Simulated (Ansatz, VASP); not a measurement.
EuSb in VASP and in Ansatz

```xyz
2
Lattice="0.0000 3.5362 3.5362 3.5362 0.0000 3.5362 3.5362 3.5362 0.0000" Properties=species:S:1:pos:R:3 pbc="T T T"
Eu    0.0000    0.0000    0.0000
Sb    1.7681    1.7681    1.7681
```

Alike in both runs: task single point; functional PBEsol; k mesh 8 × 8 × 8; occupations gaussian, width 0.05 eV; collinear spin.

|  | VASP | Ansatz |
| --- | --- | --- |
| version | VASP 6.6.1 | Ansatz 0.2.0 |
| potentials or method | VASP PAW PBE potentials, release 64 (Eu, Sb) | scalar-relativistic, plane waves, PAW |
| plane-wave cutoff (eV) | 520 | 420 |
| valence electrons in the cell | 22 | 32 |

|  | VASP | Ansatz | Ansatz less VASP |
| --- | --- | --- | --- |
| gap on the k mesh at the Fermi level (eV) | none | none | - |
| pressure (GPa) | 0.5 | 0.5 | +0.03 |
| net moment per atom (μB) | 3.00 | 3.00 | 0.000 |
| size of the moment on the site where the two differ most (μB) | 6.37 | 6.52 | +0.153 |

Site moments also hang on the region over which each program counts them. A gap of «none» marks a metal or a gap that the smearing closes. The two sets of potentials don't hold the same shells in valence. Ansatz warned: «given_moment_on_shells».

Caveats: the PAW data sets were made with another functional, which shifts forces and pressure a little (VASP); spin-orbit coupling is left out, which moves the levels of the heavy elements; a cell with one magnetic atom can't hold antiferromagnetic order, which such compounds often take; without U or exact exchange the open f shell lies at the Fermi level, which spoils levels, moments and volumes. The state reached can hang on the start; a lower one may exist.
